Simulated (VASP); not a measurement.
Energy against volume of Mg3Sb2 (a-la2o3). Calculation: MS2 meta-GGA, VASP's PBE PAW potentials (set 64) (plane waves; VASP). Settings: 520 eV cut-off, 6×6×3 Γ-centred mesh, Gaussian smearing of 0.050 eV, potentials Mg Sb.

Shape and ions are relaxed at each volume.

```csv
V (Å³/atom),E (eV/atom)
25.117,-3.51510
25.894,-3.51861
26.671,-3.51539
27.448,-3.50642
```

Question: Fit these four points and predict the energy of the run at 24.340 Å³/atom.

Answer: A cubic in V^(−2/3), the third-order Birch-Murnaghan form, passes through the four points with V0 = 25.89 Å³/atom and B0 = 46 GPa, and gives -3.5037 eV/atom there. The run gave -3.5037 eV/atom, -0.0 meV/atom from the fit; all five points give B0 = 46 GPa.

The compound is Mg3Sb2 in the a-la2o3 structure. It was relaxed first.
